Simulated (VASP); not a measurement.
Output of a VASP run:

**OSZICAR**
```
       N       E                     dE             d eps       ncg     rms          rms(c)
DAV:   1     0.828183309096E+03    0.82818E+03   -0.33659E+04  5027   0.271E+03
DAV:   2     0.110085602323E+03   -0.71810E+03   -0.69731E+03  5158   0.662E+02
DAV:   3    -0.426926605942E+02   -0.15278E+03   -0.14927E+03  5611   0.251E+02
DAV:   4    -0.561365530925E+02   -0.13444E+02   -0.13330E+02  6561   0.736E+01
DAV:   5    -0.565143819209E+02   -0.37783E+00   -0.37664E+00  7094   0.138E+01    0.177E+01
DAV:   6    -0.485815257532E+02    0.79329E+01   -0.31905E+01  8547   0.602E+01    0.108E+01
DAV:   7    -0.488563891364E+02   -0.27486E+00   -0.43793E+00  5371   0.122E+01    0.441E+00
DAV:   8    -0.487767915658E+02    0.79598E-01   -0.36395E-01  7577   0.606E+00    0.220E+00
DAV:   9    -0.487497272304E+02    0.27064E-01   -0.92765E-02  7861   0.393E+00    0.464E-01
DAV:  10    -0.487483062589E+02    0.14210E-02   -0.10931E-02  7312   0.128E+00    0.331E-01
DAV:  11    -0.487482378430E+02    0.68416E-04   -0.40879E-03  8272   0.529E-01    0.201E-01
DAV:  12    -0.487483367014E+02   -0.98858E-04   -0.36541E-04  7346   0.306E-01    0.558E-02
DAV:  13    -0.487483578968E+02   -0.21195E-04   -0.12609E-04  6014   0.102E-01    0.327E-02
DAV:  14    -0.487483539071E+02    0.39897E-05   -0.19834E-05  7110   0.655E-02    0.152E-02
DAV:  15    -0.487483541764E+02   -0.26932E-06   -0.74818E-06  8246   0.463E-02    0.378E-03
DAV:  16    -0.487483543349E+02   -0.15844E-06   -0.15898E-06  6476   0.160E-02    0.216E-03
DAV:  17    -0.487483542461E+02    0.88763E-07   -0.19766E-07  3665   0.537E-03
   1 F= -.48748354E+02 E0= -.48748354E+02  d E =0.000000E+00
```

### OUTCAR
```
------------------------ aborting loop because EDIFF is reached ----------------------------------------
  FORCE on cell =-STRESS in cart. coord.  units (eV):
  Direction    XX          YY          ZZ          XY          YZ          ZX
  --------------------------------------------------------------------------------------
  Total       -0.0194640     -0.0194640     -0.0194640     -0.0105493      0.0105493      0.0105493
  in kB       -0.2907557     -0.2907557     -0.2907557     -0.1575868      0.1575868      0.1575868
  external PRESSURE =      -0.2907557 kB  Pullay stress =       0.0000000 kB
  volume of cell :      107.25
      direct lattice vectors                 reciprocal lattice vectors
     0.000000000  2.368054885  2.368054885    -0.210474471  0.211813039  0.210474471
     2.368054885  0.000000000  2.368054885     0.211813039 -0.210474471  0.210474471
     9.532846166  9.532846166 -0.060626627     0.052283976  0.052283976 -0.052283976
 POSITION                                       TOTAL-FORCE (eV/Angst)
 -----------------------------------------------------------------------------------
      9.46361      9.46361      0.00861         0.005647      0.005647     -0.005647
      4.80858      4.80858      4.66364         0.003796      0.003796     -0.003796
      1.20762      1.20762      1.16043        -0.008344     -0.008344      0.008344
      3.71021      3.71021      1.02590         0.001242      0.001242     -0.001242
      5.95445      5.95445      1.14972         0.005868      0.005868     -0.005868
      8.21157      8.21157      1.26065        -0.005617     -0.005617      0.005617
      7.18584      7.18584      4.65443         0.001785      0.001785     -0.001785
      7.07689      7.07689      0.02728        -0.004377     -0.004377      0.004377
 -----------------------------------------------------------------------------------
    total drift:                               -0.000485     -0.000485      0.000433
  FREE ENERGIE OF THE ION-ELECTRON SYSTEM (eV)
  ---------------------------------------------------
  free  energy   TOTEN  =       -48.7483542461 eV

  energy  without entropy=      -48.7483542461  energy(sigma->0) =      -48.74835425

 total charge

# of ion       s       p       d       tot
------------------------------------------
    1        0.778   0.858  10.023  11.659
    2        0.773   0.867  10.027  11.668
    3        1.236   2.434   0.000   3.671
    4        1.230   2.472   0.000   3.702
    5        1.224   2.437   0.000   3.661
    6        1.228   2.405   0.000   3.634
    7        0.781   0.817  10.139  11.737
    8        0.785   0.814  10.137  11.736
--------------------------------------------------
tot          8.036  13.105  40.327  61.467

 Electric field gradients after diagonalization (V/A^2)
 (convention: |V_zz| > |V_xx| > |V_yy|)
----------------------------------------------------------------------
 ion       V_xx      V_yy      V_zz     asymmetry (V_yy - V_xx)/ V_zz
----------------------------------------------------------------------
   1      -4.395    -4.394     8.789       0.000
   2      -8.620    -8.616    17.236       0.000
   3      -9.575    -9.574    19.148       0.000
   4      -6.511    -6.510    13.020       0.000
   5       6.172     6.172   -12.344       0.000
   6       2.806     2.805    -5.611       0.000
   7      13.596    13.593   -27.189       0.000
   8      15.152    15.151   -30.303       0.000
```
(Selected blocks of OUTCAR.)

File POSCAR:
```
Ga2In2N4
1
    0.0000000000     2.3680548848     2.3680548848
    2.3680548848     0.0000000000     2.3680548848
    9.5328461663     9.5328461663    -0.0606266269
In N Ga
2 4 2
Direct
  0.0144798253   0.0144798253   0.9891401310
  0.9880143957   0.9880143957   0.2589892032
  0.2458581627   0.2458581627   0.0656063780
  0.2208922124   0.2208922124   0.3343308407
  0.2499564664   0.2499564664   0.5625326502
  0.2763272009   0.2763272009   0.7927545993
  0.9892579289   0.9892579289   0.5080565534
  0.0152138078   0.0152138078   0.7385896442
```

**Question.** Reconstruct the remaining input files.

**Answer.** Several could match; the one computed here: the input of the run itself, PBEsol GGA, plane waves, VASP's PBE PAW potentials (set 64).

### KPOINTS
```
Automatic mesh
0
Gamma
9 9 3
0 0 0
```

INCAR:
```
! general
SYSTEM  = Ga2In2N4
PREC    = Accurate
ENCUT   = 520
LREAL   = F
LASPH   = T

! electronic loop
EDIFF   = 1E-7
NELM    = 100
ALGO    = Normal
LMAXMIX = 4

! smearing
ISMEAR  = -5

! functional
GGA     = PS

! ions
ISIF    = 2

! output
LWAVE   = F
LCHARG  = T
LORBIT  = 11
NEDOS   = 601

! other
LEFG    = T
```

POTCAR, in this order: In_d N Ga_d (PBE.64 set). Program: vasp_std.

The structure was generated: Ga2In2N4 was put into an ordered model structure (R3m), which need not be its known phase. It was relaxed first.
